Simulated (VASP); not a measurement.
Output of a VASP run:

**OSZICAR**
```
...
DAV:  10    -0.261794188813E+02    0.22065E-04   -0.43526E-05   635   0.813E-02    0.113E-02
DAV:  11    -0.261794179448E+02    0.93650E-06   -0.17433E-06   710   0.164E-02
   3 F= -.26179418E+02 E0= -.26179558E+02  d E =-.309181E-01
       N       E                     dE             d eps       ncg     rms          rms(c)
DAV:   1    -0.265329919260E+02   -0.35357E+00   -0.12992E+01   630   0.303E+01    0.282E+00
DAV:   2    -0.262374141553E+02    0.29558E+00   -0.67715E-01   633   0.782E+00    0.134E+00
DAV:   3    -0.261472419169E+02    0.90172E-01   -0.43002E-01   765   0.503E+00    0.289E-01
DAV:   4    -0.261746344263E+02   -0.27393E-01   -0.47277E-02   662   0.234E+00    0.233E-01
DAV:   5    -0.261640245471E+02    0.10610E-01   -0.24555E-02   633   0.167E+00    0.105E-01
DAV:   6    -0.261773439496E+02   -0.13319E-01   -0.24956E-02   632   0.166E+00    0.380E-02
DAV:   7    -0.261774852894E+02   -0.14134E-03   -0.13407E-03   744   0.358E-01    0.345E-02
DAV:   8    -0.261774615659E+02    0.23724E-04   -0.22254E-04   692   0.168E-01    0.680E-02
DAV:   9    -0.261775796100E+02   -0.11804E-03   -0.22316E-04   698   0.160E-01    0.614E-03
DAV:  10    -0.261775776465E+02    0.19635E-05   -0.17979E-05   853   0.372E-02    0.371E-03
DAV:  11    -0.261775795601E+02   -0.19136E-05   -0.15636E-06   653   0.149E-02    0.184E-03
DAV:  12    -0.261775789834E+02    0.57670E-06   -0.64974E-07   546   0.109E-02
   4 F= -.26177579E+02 E0= -.26177273E+02  d E =-.290791E-01
       N       E                     dE             d eps       ncg     rms          rms(c)
DAV:   1    -0.262646101359E+02   -0.87031E-01   -0.34229E+00   631   0.154E+01    0.139E+00
DAV:   2    -0.261989354161E+02    0.65675E-01   -0.22045E-01   635   0.430E+00    0.711E-01
DAV:   3    -0.261749555155E+02    0.23980E-01   -0.13377E-01   823   0.278E+00    0.162E-01
DAV:   4    -0.261810463165E+02   -0.60908E-02   -0.86995E-03   644   0.109E+00    0.127E-01
DAV:   5    -0.261831689835E+02   -0.21227E-02   -0.92881E-03   630   0.108E+00    0.692E-02
DAV:   6    -0.261815121282E+02    0.16569E-02   -0.39178E-03   630   0.698E-01    0.282E-02
DAV:   7    -0.261815775776E+02   -0.65449E-04   -0.12882E-03   718   0.368E-01    0.210E-02
DAV:   8    -0.261815795336E+02   -0.19560E-05   -0.23824E-05   786   0.385E-02    0.234E-02
DAV:   9    -0.261815864100E+02   -0.68764E-05   -0.12493E-05   802   0.366E-02    0.199E-02
DAV:  10    -0.261815801760E+02    0.62340E-05   -0.45154E-06   681   0.223E-02    0.156E-02
DAV:  11    -0.261815810206E+02   -0.84467E-06   -0.12452E-06   638   0.137E-02
   5 F= -.26181581E+02 E0= -.26181874E+02  d E =-.330811E-01
       N       E                     dE             d eps       ncg     rms          rms(c)
DAV:   1    -0.261831807931E+02   -0.16006E-02   -0.62345E-02   631   0.208E+00    0.190E-01
DAV:   2    -0.261819801968E+02    0.12006E-02   -0.38367E-03   634   0.578E-01    0.943E-02
DAV:   3    -0.261815282405E+02    0.45196E-03   -0.23426E-03   800   0.365E-01    0.209E-02
DAV:   4    -0.261816416015E+02   -0.11336E-03   -0.15362E-04   637   0.143E-01    0.169E-02
DAV:   5    -0.261816490935E+02   -0.74919E-05   -0.11879E-04   630   0.128E-01    0.933E-03
DAV:   6    -0.261816429518E+02    0.61417E-05   -0.10548E-04   630   0.123E-01    0.285E-03
DAV:   7    -0.261816441824E+02   -0.12306E-05   -0.49436E-06   938   0.181E-02    0.348E-03
DAV:   8    -0.261816438913E+02    0.29111E-06   -0.29807E-07   455   0.744E-03
   6 F= -.26181644E+02 E0= -.26181977E+02  d E =-.331440E-01
```

File OUTCAR:
```
------------------------ aborting loop because EDIFF is reached ----------------------------------------
  FORCE on cell =-STRESS in cart. coord.  units (eV):
  Direction    XX          YY          ZZ          XY          YZ          ZX
  --------------------------------------------------------------------------------------
  Total       -0.0025307     -0.0025307     -0.0025307      0.0000000      0.0000000     -0.0000000
  in kB       -0.0660639     -0.0660639     -0.0660639      0.0000000      0.0000000     -0.0000000
  external PRESSURE =      -0.0660639 kB  Pullay stress =       0.0000000 kB
  volume of cell :       61.37
      direct lattice vectors                 reciprocal lattice vectors
     3.944528761  0.000000000 -0.000000000     0.253515708  0.000000000  0.000000000
    -0.000000000  3.944528761 -0.000000000    -0.000000000  0.253515708 -0.000000000
    -0.000000000  0.000000000  3.944528761     0.000000000  0.000000000  0.253515708
 POSITION                                       TOTAL-FORCE (eV/Angst)
 -----------------------------------------------------------------------------------
      0.00000      0.00000      0.00000        -0.000000      0.000000      0.000000
 -----------------------------------------------------------------------------------
    total drift:                                0.000000      0.000000     -0.000000
  FREE ENERGIE OF THE ION-ELECTRON SYSTEM (eV)
  ---------------------------------------------------
  free  energy   TOTEN  =       -26.1816438913 eV

  energy  without entropy=      -26.1826437648  energy(sigma->0) =      -26.18197718

 reached required accuracy - stopping structural energy minimisation
```
(Selected blocks of OUTCAR.)

POSCAR:
```
Ba
1
    4.1377700000     0.0000000000     0.0000000000
    0.0000000000     4.1377700000     0.0000000000
    0.0000000000     0.0000000000     4.1377700000
Ba
1
Direct
  0.0000000000   0.0000000000   0.0000000000
```

Q: Write an INCAR and KPOINTS that could have produced this output.

A: This is not unique; one that fits is the input of the run itself, r2SCAN meta-GGA, plane waves, VASP's PBE PAW potentials (set 64).

KPOINTS:
```
Automatic
0
G
8 8 8
```

INCAR:
```
# general
SYSTEM  = Ba
PREC    = Accurate
ENCUT   = 400
LREAL   = F
LASPH   = T

# electronic loop
EDIFF   = 1E-6
NELM    = 100
ALGO    = Normal
LMAXMIX = 4
LMIXTAU = T

# smearing
ISMEAR  = 1
SIGMA   = 0.1

# functional
METAGGA = R2SCAN

# ions
IBRION  = 2
NSW     = 60
ISIF    = 3
EDIFFG  = -0.01

# output
LWAVE   = F
LCHARG  = F
```

POTCAR, in this order: Ba_sv (PBE.64 set). Program: vasp_std.

Energy and stress use the plane-wave basis of the starting cell.

The structure was generated: Ba was put into the simple-cubic type (Pm-3m), which need not be its known phase. This run relaxes it. Symmetry was kept, so distortions that lower it aren't found.
